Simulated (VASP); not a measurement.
These are r2SCAN+rVV10, VASP's PBE PAW potentials (set 64) (plane waves; VASP) values and carry that method's errors.

VASP ran on this input.

File KPOINTS:
```
Automatic mesh
0
Gamma
6 6 6
0 0 0
```

INCAR:
```
! general
SYSTEM   = KTaO3
PREC     = Accurate
ENCUT    = 520
LREAL    = .FALSE.   ! projection in real space or not
LASPH    = .TRUE.   ! aspherical one-centre terms

! electronic loop
EDIFF    = 1E-7   ! SCF stop (eV)
NELM     = 100   ! most electronic steps
ALGO     = Normal   ! blocked Davidson
LMAXMIX  = 6   ! l cut-off of mixed one-centre charges
LMIXTAU  = .TRUE.

! smearing
ISMEAR   = 0   ! Gaussian
SIGMA    = 0.05   ! width (eV)

! functional
METAGGA  = R2SCAN
LUSE_VDW = .TRUE.
BPARAM   = 11.95
CPARAM   = 0.0093

! ions
ISIF     = 2   ! forces and stress, cell fixed

! output
LWAVE    = .FALSE.
LCHARG   = .FALSE.
```

**POSCAR**
```
KTaO3
1
    4.0662255927     0.0000000000     0.0000000000
    0.0000000000     4.0662255927     0.0000000000
    0.0000000000     0.0000000000     4.0662255927
K Ta O
1 1 3
Direct
  0.0000000000   0.0000000000   0.0000000000
  0.5000000000   0.5000000000   0.5000000000
  0.5000000000   0.0000000000   0.5000000000
  0.0000000000   0.5000000000   0.5000000000
  0.5000000000   0.5000000000   0.0000000000
```

POTCAR, in this order: K_sv Ta_pv O (PBE.64 set). Program: vasp_std.

Unless said otherwise, spin-orbit coupling is left out, though it shifts the bands of the heavy elements here.

### Question
Estimate the energy per atom (σ→0), pressure, band gap (on the k-mesh).

### Answer

energy per atom (σ→0): -17.214 eV/atom
band gap (on the k-mesh): 2.44 eV
pressure: -10.95 GPa

**OSZICAR**
```
...
DAV:  17    -0.860691266473E+02    0.14743E-04   -0.96928E-05  1060   0.107E-01    0.347E-02
DAV:  18    -0.860691699292E+02   -0.43282E-04   -0.59516E-05  1247   0.837E-02    0.638E-03
DAV:  19    -0.860691936470E+02   -0.23718E-04   -0.92747E-06  1267   0.328E-02    0.855E-03
DAV:  20    -0.860691982399E+02   -0.45929E-05   -0.15901E-06  1275   0.113E-02    0.693E-03
DAV:  21    -0.860691977224E+02    0.51752E-06   -0.17800E-06  1139   0.987E-03    0.528E-03
DAV:  22    -0.860691983987E+02   -0.67628E-06   -0.58540E-07  1046   0.703E-03    0.294E-03
DAV:  23    -0.860691984655E+02   -0.66860E-07   -0.12553E-07   670   0.405E-03
   1 F= -.86069198E+02 E0= -.86069198E+02  d E =-.205973E-22
```

The compound is KTaO3 in the cubic perovskite structure. This cell is one point of a volume scan, at 1.06 of the reference volume.
